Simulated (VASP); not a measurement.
OSZICAR of a VASP run on AlN (wurtzite):

**OSZICAR**
```
       N       E                     dE             d eps       ncg     rms          rms(c)
DAV:   1    -0.238475243199E+03   -0.23848E+03   -0.75912E+03    96   0.119E+03
DAV:   2    -0.321913046000E+03   -0.83438E+02   -0.74296E+02   148   0.218E+02
DAV:   3    -0.325700422859E+03   -0.37874E+01   -0.37752E+01   120   0.539E+01
DAV:   4    -0.325739621155E+03   -0.39198E-01   -0.39181E-01   116   0.604E+00
DAV:   5    -0.399908424772E+02    0.28575E+03   -0.21659E+00   100   0.164E+01    0.195E+01
DAV:   6    -0.331715104924E+02    0.68193E+01   -0.18936E+01   112   0.346E+01    0.856E+00
DAV:   7    -0.339013447994E+02   -0.72983E+00   -0.38697E+00   104   0.142E+01    0.587E+00
DAV:   8    -0.338477134497E+02    0.53631E-01   -0.59506E-02   116   0.271E+00    0.421E+00
DAV:   9    -0.338124412958E+02    0.35272E-01   -0.11034E-01   104   0.282E+00    0.257E+00
DAV:  10    -0.338122652514E+02    0.17604E-03   -0.12071E-02   112   0.105E+00    0.134E+00
DAV:  11    -0.338106364097E+02    0.16288E-02   -0.98649E-04   116   0.297E-01    0.696E-01
DAV:  12    -0.338103354760E+02    0.30093E-03   -0.78176E-04   116   0.219E-01    0.373E-01
DAV:  13    -0.338103457907E+02   -0.10315E-04   -0.13532E-04   116   0.117E-01    0.206E-01
DAV:  14    -0.338103712734E+02   -0.25483E-04   -0.39139E-05   116   0.770E-02    0.115E-01
DAV:  15    -0.338103935697E+02   -0.22296E-04   -0.18104E-05   116   0.517E-02    0.632E-02
DAV:  16    -0.338104070487E+02   -0.13479E-04   -0.70110E-06   120   0.310E-02    0.351E-02
DAV:  17    -0.338104143411E+02   -0.72925E-05   -0.31602E-06   116   0.197E-02    0.203E-02
DAV:  18    -0.338104181518E+02   -0.38107E-05   -0.13343E-06    80   0.127E-02    0.123E-02
DAV:  19    -0.338104200398E+02   -0.18880E-05   -0.67035E-07    76   0.936E-03    0.762E-03
DAV:  20    -0.338104209616E+02   -0.92180E-06   -0.26077E-07    72   0.578E-03
   1 F= -.33810421E+02 E0= -.33810421E+02  d E =-.120853E-15
```

Problem. Which electronic solver shows in the log?

Solution. It is blocked Davidson (ALGO = Normal, or the opening steps of other solvers). The INCAR had ALGO = Normal.

Problem. Can the final energy be trusted as converged?

Solution. Self-consistency was reached. It stopped with EDIFF = 1E-6, NELM = 100 (HSE06 screened hybrid, plane waves, VASP's PBE PAW potentials (set 64)).

The compound is AlN in the wurtzite structure. The cell was not relaxed at this level. The k-mesh is coarse (spacing up to 1.14 per Å, 2π included), so the numbers may not be converged in it.
